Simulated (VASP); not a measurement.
# ZrTiSi2 with LDA: from relaxation to properties, part 2 of 2

Aim: relax ZrTiSi2, then compute properties on the relaxed cell. The cell is invented: it takes the structure of a Materials Project entry for ZrTiC2 (space group 166 there), with some of its atoms replaced by other elements, volume scaled by an estimate. It may not be a known or stable phase. The atoms of the start are displaced at random from the sites of a R-3m cell.

VASP 6.6.1, plane waves and PAW; the level of theory is named at each step.

Still holding for the runs below: The k-mesh is coarse for a metal.

So far. Step 5 (Bands along the symmetry lines (LDA)): Of the bands kept, 2 cross the Fermi level on this path. Step 6 (Density of states (LDA)): The finer mesh and the other smearing move the Fermi level by +0.01 eV from the 6×6×6 run, a small shift, which tests the Fermi level alone. Of the states within 0.3 eV of the Fermi level, the largest shares in the PAW spheres are Ti d 33 %, Zr d 17 % and Si p 9 %. The rest lies in smaller channels or between the spheres.

## 7. Bands along the symmetry lines (TB-mBJ)

This step: TB-mBJ; plane waves and PAW (Zr_sv, Ti_sv, Si); invented cell (VASP 6.6.1).

Levels along the symmetry lines show where the bands peak and cross; KPOINTS_OPT computes them in the converged potential. TB-mBJ is a local potential fitted to gaps: it costs far less than a hybrid but gives no energy.

Contents of INCAR:

```
SYSTEM = ZrTiSi2
PREC = Accurate
ENCUT = 400
EDIFF = 1E-06
NELM = 150
ISMEAR = -1
SIGMA = 0.05
LREAL = .FALSE.
ALGO = Normal
METAGGA = MBJ
LASPH = .TRUE.
NBANDS = 30
LORBIT = 11
LWAVE = .FALSE.
LCHARG = .FALSE.
KPAR = 2
```

Contents of POSCAR:

```
ZrTiSi2
1.0
    1.8604756746      1.0741461354      5.6827879769
   -1.8604756746      1.0741461354      5.6827879769
    0.0000000000     -2.1482922608      5.6827879769
Zr Ti Si
1 1 2
Direct
    0.0000000000      0.0000000000      0.0000000000
    0.5000000000      0.5000000000      0.5000000000
    0.2426801816      0.2426801816      0.2426801816
    0.7573198184      0.7573198184      0.7573198184
```

Contents of KPOINTS:

```
Automatic mesh
0
Gamma
6 6 6
0 0 0
```

Contents of KPOINTS_OPT:

```
Line mode
16
Line-mode
Reciprocal
  0.00000000   0.00000000   0.00000000 GAMMA
  0.50000000   0.00000000   0.00000000 L

  0.50000000   0.00000000   0.00000000 L
  0.50000000   0.19048507  -0.19048507 B1

  0.80951493   0.50000000   0.19048507 B
  0.50000000   0.50000000   0.50000000 Z

  0.50000000   0.50000000   0.50000000 Z
  0.00000000   0.00000000   0.00000000 GAMMA

  0.00000000   0.00000000   0.00000000 GAMMA
  0.34524253   0.00000000  -0.34524253 X

  0.65475747   0.34524253   0.00000000 Q
  0.50000000   0.50000000   0.00000000 F

  0.50000000   0.50000000   0.00000000 F
  0.65475747   0.65475747   0.19048507 P1

  0.65475747   0.65475747   0.19048507 P1
  0.50000000   0.50000000   0.50000000 Z

  0.50000000   0.00000000   0.00000000 L
  0.80951493   0.34524253   0.34524253 P
```

PAW data sets: Zr_sv, Ti_sv and Si (LDA family, release 64).

The run is started by

```bash
$ mpirun -np 2 vasp_std
```

Wall time 3.8 min (2 MPI ranks of Intel Xeon Platinum 8259CL at 2.50GHz (Skylake/Cascade Lake), shared host); peak memory 0.6 GiB.

This functional is a potential without an energy, so its energies, forces and stress mean nothing and are not read. The PAW data sets were made with LDA, a small mismatch for this functional.

This step gave:

```yaml
scf_cycles: 39
irreducible_k_points: 32
fermi_energy: 8.914 eV
```

Electronic bands along the path, in eV, zero at the Fermi level; # counts the bands kept:

```tsv
point	#5	#6	#7	#8	#9	#10	#11	#12
Γ	-2.54	-0.23	-0.23	0.37	0.37	0.42	2.39	2.39
0.47 of the way	-2.19	-1.83	-1.18	-0.84	0.58	0.82	1.98	2.04
L	-2.85	-2.09	-1.74	-1.44	1.17	1.44	1.55	1.84
0.53 of the way	-2.75	-2.73	-1.76	-1.56	1.34	1.64	1.84	2.19
B1	-2.98	-2.62	-1.40	-1.32	0.77	1.42	1.75	2.48
jump to B	-2.98	-2.62	-1.40	-1.32	0.77	1.42	1.75	2.48
0.53 of the way	-1.99	-1.74	-1.29	-1.17	0.38	0.65	1.60	1.67
Z	-1.75	-1.75	-1.39	-1.39	0.59	0.59	1.08	1.08
0.47 of the way	-2.27	-0.58	-0.58	-0.30	0.12	0.12	1.78	1.78
Γ	-2.54	-0.23	-0.23	0.37	0.37	0.42	2.39	2.39
0.47 of the way	-2.27	-2.03	-1.67	-1.23	0.74	1.25	2.01	2.06
X	-3.04	-2.62	-1.59	-1.24	0.78	1.63	1.72	2.41
jump to Q	-3.04	-2.62	-1.59	-1.24	0.78	1.63	1.72	2.41
0.47 of the way	-2.63	-2.41	-1.64	-0.47	0.10	1.60	1.69	2.64
F	-2.29	-1.96	-1.75	-0.08	0.81	1.04	1.76	1.88
0.47 of the way	-2.28	-1.96	-1.77	-0.14	0.78	1.08	1.76	1.91
P1	-2.24	-1.96	-1.87	-0.33	0.70	1.17	1.78	2.01
0.53 of the way	-1.96	-1.65	-1.41	-0.90	0.18	0.78	1.24	1.72
Z	-1.75	-1.75	-1.39	-1.39	0.59	0.59	1.08	1.08
jump to L	-2.85	-2.09	-1.74	-1.44	1.17	1.44	1.55	1.84
0.47 of the way	-2.43	-2.04	-2.00	-1.03	0.83	1.48	1.74	2.04
P	-2.24	-1.96	-1.87	-0.33	0.70	1.17	1.78	2.01
```

Of the projections kept (Zr, Ti, Si), the largest for each band there; the rest of the weight can lie on other orbitals:

```tsv
point	#5	#6	#7	#8	#9	#10	#11	#12
Γ	Ti 0.42	Ti 0.61	Ti 0.61	Ti 0.53	Ti 0.53	Ti 0.58	Zr 0.54	Zr 0.54
L	Zr 0.59	Ti 0.61	Zr 0.57	Ti 0.71	Ti 0.86	Zr 0.79	Ti 1.00	Ti 0.98
B1	Si 0.43	Zr 0.46	Ti 0.37	Ti 0.52	Ti 0.81	Ti 0.52	Ti 0.90	Zr 0.65
B	Si 0.43	Zr 0.46	Ti 0.37	Ti 0.52	Ti 0.81	Ti 0.52	Ti 0.90	Zr 0.65
Z	Ti 0.75	Ti 0.75	Zr 0.73	Zr 0.73	Ti 1.00	Ti 1.00	Zr 0.98	Zr 0.98
Γ	Ti 0.42	Ti 0.61	Ti 0.61	Ti 0.53	Ti 0.53	Ti 0.58	Zr 0.54	Zr 0.54
```

There is no gap at this level.

## 8. Volume scan with LDA, volume scale 0.94

This step: LDA; plane waves and PAW (Zr_sv, Ti_sv, Si); invented cell (VASP 6.6.1).

An equation of state needs energies on both sides of the minimum, all on one mesh and cutoff.

Contents of INCAR:

```
SYSTEM = ZrTiSi2
PREC = Accurate
ENCUT = 400
EDIFF = 1E-06
NELM = 100
ISMEAR = -1
SIGMA = 0.05
LREAL = .FALSE.
ALGO = Normal
GGA = CA
NBANDS = 22
LORBIT = 11
LWAVE = .FALSE.
LCHARG = .FALSE.
KPAR = 2
ISIF = 2
```

Contents of POSCAR:

```
ZrTiSi2
1.0
    1.8224961264      1.0522186330      5.5667801609
   -1.8224961264      1.0522186330      5.5667801609
    0.0000000000     -2.1044372561      5.5667801609
Zr Ti Si
1 1 2
Direct
    0.0000000000      0.0000000000      0.0000000000
    0.5000000000      0.5000000000      0.5000000000
    0.2426801816      0.2426801816      0.2426801816
    0.7573198184      0.7573198184      0.7573198184
```

KPOINTS is that of step 7.

The run is started by

```bash
$ mpirun -np 2 vasp_std
```

Run time: 29 s. Hardware: 2 MPI ranks; peak memory 0.41 GiB; 56 s of CPU time.

The scan keeps the cell's shape and the fractional positions fixed.

This step gave:

- SCF cycles: 14
- bands: 22
- free energy (TOTEN): -32.14 eV
- energy at zero smearing: -32.14 eV
- Fermi energy: 9.648 eV
- pressure: 9.087 GPa

Force by atom:

```tsv
atom	x (eV/Å)	y (eV/Å)	z (eV/Å)	size
Zr1	0.0000	0.0000	0.0000	0.0000
Ti2	0.0000	0.0000	0.0000	0.0000
Si3	0.0000	0.0000	-0.0582	0.0582
Si4	0.0000	0.0000	0.0582	0.0582
```

The pressure here is 9.09 GPa.

## 9. Volume scan with LDA, volume scale 0.96

INCAR is that of step 8.

Contents of POSCAR:

```
ZrTiSi2
1.0
    1.8353310291      1.0596288675      5.6059841298
   -1.8353310291      1.0596288675      5.6059841298
    0.0000000000     -2.1192577251      5.6059841298
Zr Ti Si
1 1 2
Direct
    0.0000000000      0.0000000000      0.0000000000
    0.5000000000      0.5000000000      0.5000000000
    0.2426801816      0.2426801816      0.2426801816
    0.7573198184      0.7573198184      0.7573198184
```

KPOINTS is that of step 8.

The run is started by

```bash
$ mpirun -np 2 vasp_std
```

Elapsed: 29 s, on 2 MPI ranks; peak memory 0.4 GiB; 56 s of CPU time.

This step gave:

| Property | Result |
| --- | --- |
| free energy (TOTEN) | -32.20 eV |
| energy at zero smearing | -32.20 eV |
| Fermi energy | 9.396 eV |
| pressure | 5.780 GPa |

The pressure falls from 9.09 to 5.78 GPa.

The run ends at a pressure of 5.78 GPa, with forces up to 0.035 eV/Å.

## 10. Volume scan with LDA, volume scale 0.98

INCAR is that of step 9.

Contents of POSCAR:

```
ZrTiSi2
1.0
    1.8479888844      1.0669368837      5.6446473111
   -1.8479888844      1.0669368837      5.6446473111
    0.0000000000     -2.1338737575      5.6446473111
Zr Ti Si
1 1 2
Direct
    0.0000000000      0.0000000000      0.0000000000
    0.5000000000      0.5000000000      0.5000000000
    0.2426801816      0.2426801816      0.2426801816
    0.7573198184      0.7573198184      0.7573198184
```

KPOINTS is that of step 9.

The run is started by

```bash
$ mpirun -np 2 vasp_std
```

The job ended after 29 s (2 MPI ranks; peak memory 0.39 GiB).

The pressure falls from 5.78 to 2.79 GPa.

The run ends at a pressure of 2.79 GPa, with forces up to 0.014 eV/Å.

## 11. Volume scan with LDA, volume scale 1

INCAR is that of step 10.

Contents of POSCAR:

```
ZrTiSi2
1.0
    1.8604756746      1.0741461354      5.6827879769
   -1.8604756746      1.0741461354      5.6827879769
    0.0000000000     -2.1482922608      5.6827879769
Zr Ti Si
1 1 2
Direct
    0.0000000000      0.0000000000      0.0000000000
    0.5000000000      0.5000000000      0.5000000000
    0.2426801816      0.2426801816      0.2426801816
    0.7573198184      0.7573198184      0.7573198184
```

KPOINTS is that of step 10.

The run is started by

```bash
$ mpirun -np 2 vasp_std
```

Wall time 30 s (2 MPI ranks); peak memory 0.4 GiB; 59 s of CPU time.

The pressure falls from 2.79 to 0.07 GPa.

The run ends at a pressure of 0.07 GPa, with forces up to 0.0054 eV/Å.

## 12. Volume scan with LDA, volume scale 1.02

INCAR is that of step 11.

Contents of POSCAR:

```
ZrTiSi2
1.0
    1.8727970646      1.0812598933      5.7204234312
   -1.8727970646      1.0812598933      5.7204234312
    0.0000000000     -2.1625197765      5.7204234312
Zr Ti Si
1 1 2
Direct
    0.0000000000      0.0000000000      0.0000000000
    0.5000000000      0.5000000000      0.5000000000
    0.2426801816      0.2426801816      0.2426801816
    0.7573198184      0.7573198184      0.7573198184
```

KPOINTS is that of step 11.

The run is started by

```bash
$ mpirun -np 2 vasp_std
```

It took 30 s on 2 MPI ranks; peak memory 0.41 GiB.

The pressure falls from 0.07 to -2.39 GPa, so it vanishes between these two volumes.

## 13. Volume scan with LDA, volume scale 1.04

INCAR is that of step 12.

Contents of POSCAR:

```
ZrTiSi2
1.0
    1.8849584253      1.0882812582      5.7575700787
   -1.8849584253      1.0882812582      5.7575700787
    0.0000000000     -2.1765625062      5.7575700787
Zr Ti Si
1 1 2
Direct
    0.0000000000      0.0000000000      0.0000000000
    0.5000000000      0.5000000000      0.5000000000
    0.2426801816      0.2426801816      0.2426801816
    0.7573198184      0.7573198184      0.7573198184
```

KPOINTS is that of step 12.

The run is started by

```bash
$ mpirun -np 2 vasp_std
```

It took 30 s on 2 MPI ranks; peak memory 0.41 GiB.

The pressure falls from -2.39 to -4.63 GPa.

The run ends at a pressure of -4.63 GPa, with forces up to 0.042 eV/Å.

## 14. Volume scan with LDA, volume scale 1.06

A prediction first. A parabola through the 6 pressures of evenly scaled cells so far, P = 0.06 -129.7 t +259 t² GPa with t = ln(V/V₁) and V₁ the volume at scale 1, gives -6.61 GPa at t = +0.0583.

INCAR is that of step 13.

Contents of POSCAR:

```
ZrTiSi2
1.0
    1.8969648536      1.0952131728      5.7942434884
   -1.8969648536      1.0952131728      5.7942434884
    0.0000000000     -2.1904263354      5.7942434884
Zr Ti Si
1 1 2
Direct
    0.0000000000      0.0000000000      0.0000000000
    0.5000000000      0.5000000000      0.5000000000
    0.2426801816      0.2426801816      0.2426801816
    0.7573198184      0.7573198184      0.7573198184
```

KPOINTS is that of step 13.

The run is started by

```bash
$ mpirun -np 2 vasp_std
```

Wall time 30 s (2 MPI ranks); peak memory 0.4 GiB; 58 s of CPU time.

The pressure falls from -4.63 to -6.67 GPa. The parabola predicted -6.61 GPa, +0.05 GPa off.

## 15. Comparing the runs

Times are for 2 MPI ranks of Intel Xeon Platinum 8259CL at 2.50GHz (Skylake/Cascade Lake), shared host. Results by setting:

```tsv
no.	volume scale	energy above the lowest point (meV/atom)	pressure (GPa)	time	memory (GiB)
1	0.94	29.52	9.087	29 s	0.41
2	0.96	13.2	5.780	29 s	0.4
3	0.98	3.56	2.786	29 s	0.39
4	1	0	0.06923	30 s	0.4
5	1.02	1.98	-2.391	30 s	0.41
6	1.04	8.99	-4.631	30 s	0.41
7	1.06	20.56	-6.668	30 s	0.4
```

## 16. Fit for LDA

This step: Birch-Murnaghan fit, LDA; plane waves and PAW; invented cell (VASP 6.6.1).

This step runs nothing: it gathers the runs above.

This step gave:

* pressure derivative of the bulk modulus: 3.771
* r.m.s. error of the fit: 3.39e-6 eV/atom
* minimum inside the sampled range: yes
* bulk modulus: 128.7 GPa
* equilibrium volume of the fit: 17.08 Å³/atom

Energy above the fitted minimum against volume:

```tsv
volume (Å³/atom)	energy above the fitted minimum (eV/atom)
16.013	0.0296
16.354	0.0132
16.694	0.00360
17.035	4.1e-5
17.376	0.00202
17.716	0.00903
18.057	0.0206
```

The fitted volume lies +0.25 % from the relaxed one. At a finite cutoff and mesh the minimum of the energy and the zero of the stress don't quite coincide, and the relaxation stops at a threshold. The atoms bear forces along the scan, since they were held; freeing them would lower the modulus.

## 17. Bands along the symmetry lines (LDA), changed input

This step: LDA; plane waves and PAW (Zr_sv, Ti_sv, Si); invented cell (VASP 6.6.1).

The mesh alone shows little of the dispersion and can miss band extrema, so KPOINTS_OPT adds a path through the symmetry points after the self-consistent cycle. Some settings are moved from the usual, to see what they do.

Contents of INCAR:

```
SYSTEM = ZrTiSi2
PREC = Accurate
ENCUT = 350
EDIFF = 1E-06
NELM = 100
ISMEAR = -1
SIGMA = 0.05
LREAL = .FALSE.
ALGO = Normal
GGA = CA
NBANDS = 30
LORBIT = 11
LWAVE = .FALSE.
LCHARG = .FALSE.
KPAR = 2
```

Contents of POSCAR:

```
ZrTiSi2
1.0
    1.8604756746      1.0741461354      5.6827879769
   -1.8604756746      1.0741461354      5.6827879769
    0.0000000000     -2.1482922608      5.6827879769
Zr Ti Si
1 1 2
Direct
    0.0000000000      0.0000000000      0.0000000000
    0.5000000000      0.5000000000      0.5000000000
    0.2426801816      0.2426801816      0.2426801816
    0.7573198184      0.7573198184      0.7573198184
```

KPOINTS is that of step 14.

KPOINTS_OPT is that of step 7.

The run is started by

```bash
$ mpirun -np 2 vasp_std
```

Elapsed: 2 min, on 2 MPI ranks; peak memory 0.45 GiB.

The cutoff falls from 400 to 350 eV, which shrinks the basis; the stress suffers most (Pulay stress), and PAW energies need not rise evenly as the basis shrinks.

Numbers from this step:

```
bands                   : 30
free energy (TOTEN)     : -32.25 eV
energy at zero smearing : -32.25 eV
Fermi energy            : 8.917 eV
pressure                : -0.09980 GPa
```

Electronic bands along the path, in eV, zero at the Fermi level; # counts the bands kept:

```tsv
point	#5	#6	#7	#8	#9	#10	#11	#12
Γ	-2.38	-0.31	-0.31	0.31	0.53	0.53	2.43	2.43
0.47 of the way	-2.02	-1.73	-1.17	-0.76	0.52	0.88	1.97	2.04
L	-2.81	-2.05	-1.61	-1.25	1.13	1.42	1.48	1.70
0.53 of the way	-2.72	-2.70	-1.60	-1.42	1.22	1.56	1.77	2.24
B1	-2.91	-2.55	-1.26	-1.16	0.66	1.38	1.67	2.47
jump to B	-2.91	-2.55	-1.26	-1.16	0.66	1.38	1.67	2.47
0.53 of the way	-1.96	-1.71	-1.19	-1.09	0.31	0.64	1.73	1.74
Z	-1.60	-1.60	-1.27	-1.27	0.55	0.55	1.10	1.10
0.47 of the way	-2.11	-0.51	-0.51	-0.37	0.15	0.15	1.80	1.80
Γ	-2.38	-0.31	-0.31	0.31	0.53	0.53	2.43	2.43
0.47 of the way	-2.19	-1.87	-1.68	-1.07	0.64	1.26	1.99	2.07
X	-2.98	-2.55	-1.46	-1.07	0.67	1.54	1.69	2.40
jump to Q	-2.98	-2.55	-1.46	-1.07	0.67	1.54	1.69	2.40
0.47 of the way	-2.64	-2.29	-1.51	-0.31	0.07	1.55	1.59	2.65
F	-2.13	-2.04	-1.63	0.01	0.86	1.18	1.65	1.89
0.47 of the way	-2.11	-2.04	-1.65	-0.05	0.82	1.19	1.65	1.93
P1	-2.07	-2.03	-1.76	-0.22	0.72	1.23	1.67	2.06
0.53 of the way	-1.77	-1.64	-1.46	-0.83	0.17	0.71	1.37	1.81
Z	-1.60	-1.60	-1.27	-1.27	0.55	0.55	1.10	1.10
jump to L	-2.81	-2.05	-1.61	-1.25	1.13	1.42	1.48	1.70
0.47 of the way	-2.42	-1.99	-1.84	-0.87	0.79	1.43	1.66	1.97
P	-2.07	-2.03	-1.76	-0.22	0.72	1.23	1.67	2.06
```

Of the projections kept (Zr, Ti, Si), the largest for each band there; the rest of the weight can lie on other orbitals:

```tsv
point	#5	#6	#7	#8	#9	#10	#11	#12
Γ	Ti 0.40	Ti 0.61	Ti 0.61	Ti 0.60	Ti 0.54	Ti 0.54	Zr 0.54	Zr 0.54
L	Zr 0.58	Ti 0.60	Zr 0.56	Ti 0.69	Ti 0.83	Zr 0.77	Ti 1.00	Ti 0.98
B1	Si 0.43	Zr 0.46	Ti 0.35	Ti 0.49	Ti 0.83	Ti 0.55	Ti 0.90	Zr 0.66
B	Si 0.43	Zr 0.46	Ti 0.35	Ti 0.49	Ti 0.83	Ti 0.55	Ti 0.90	Zr 0.66
Z	Ti 0.74	Ti 0.74	Zr 0.73	Zr 0.73	Ti 0.99	Ti 0.99	Zr 0.98	Zr 0.98
Γ	Ti 0.40	Ti 0.61	Ti 0.61	Ti 0.60	Ti 0.54	Ti 0.54	Zr 0.54	Zr 0.54
```

Against the sound run “Bands along the symmetry lines (LDA)”, the energy at zero smearing moves by +0.9 meV an atom, the pressure by -0.16 GPa and the Fermi level by +0.00 eV.

## 18. What came out

| Item | Value |
| --- | --- |
| relaxed volume | 17.03 Å³/atom |
| relaxed conventional cell a, b, c | 3.721, 3.721, 17.048 Å; angles 90.0, 90.0, 120.0° |
| space group after relaxing, within 0.02 Å | R-3m (No. 166) |
| band gap | none, a metal |
| DOS at the Fermi level | 0.649 states/eV/cell |
| band gap (TB-mBJ) | none, a metal |
| bulk modulus from the fit | 129 GPa |
| volume from the fit | 17.1 Å³/atom |

**Reading.** With LDA, ZrTiSi2 relaxes to 17.03 Å³/atom in space group R-3m, comes out as a metal and has a bulk modulus of 129 GPa at fixed shape and positions, an upper bound. Bands along the symmetry lines (LDA): Of the bands kept, 2 cross the Fermi level on this path. Bands along the symmetry lines (TB-mBJ): Of the bands kept, 2 cross the Fermi level on this path. Bands along the symmetry lines (LDA), changed input: Of the bands kept, 2 cross the Fermi level on this path. The other levels ran on the cell relaxed with LDA, and without spin-orbit coupling unless named. Spin-orbit coupling is left out; it would split some degenerate bands. The k-sampling is coarse for a metal, so the Fermi level, pressures and the shape of the cell carry errors. No search among competing phases was made. All values are for a static lattice at zero temperature.

[Lines on the potential files, build, host, timing and source positions are cut from VASP's logs without a mark.]

[Logs are printed without paths, hosts, clocks, repeated set-up lines and the standing remarks that a program may print on its own settings, such as how far it seeks lower states.]

[Hosts, paths, dates, database ids (printed as entryN), source tags and the programs' standing remarks are cut or masked in the printed files.]

[A measured line is paired with the nearest computed mode of its activity, which favours agreement.]
